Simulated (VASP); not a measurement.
A convergence study with VASP on BP (zinc blende): one setting is varied, all else stays as given below, so the limit is that of these other settings.

```yaml
crystal:
  lattice:
    - [0.00000, 2.27000, 2.27000]
    - [2.27000, 0.00000, 2.27000]
    - [2.27000, 2.27000, 0.00000]
  atoms:
    - { symbol: B, position: [0.00000, 0.00000, 0.00000] }
    - { symbol: P, position: [0.25000, 0.25000, 0.25000] }
```

Method: LDA (Ceperley-Alder, Perdew-Zunger), VASP's LDA PAW potentials (set 64) (plane waves; VASP 6.6.1). The tightest run used: 700 eV cut-off, 15×15×15 Monkhorst-Pack mesh, Gaussian smearing of 0.050 eV, potentials B P.

```tsv
setting	E (eV/atom)	pressure (GPa)	irreducible k-points
1×1×1 mesh	3.7870	99.94	1
2×2×2 mesh	-7.1280	-5.07	2
3×3×3 mesh	-6.8800	-2.07	4
4×4×4 mesh	-7.1940	-5.50	10
5×5×5 mesh	-7.1677	-5.15	10
```

These are the cheaper rows. Estimate the results at 15×15×15 mesh, and how far the last row shown lies from them.

```json
[
 {"quantity": "E (eV/atom)", "tightest run": "-7.1943", "last row shown is off by": "0.0267"},
 {"quantity": "pressure (GPa)", "tightest run": "-5.50", "last row shown is off by": "0.35"}
]
```

Left out are rungs that failed or repeat a setting and relaxations that didn't move; long series are thinned to 24 rows.

The compound is BP in the zinc blende structure. The cell was not relaxed at this level.
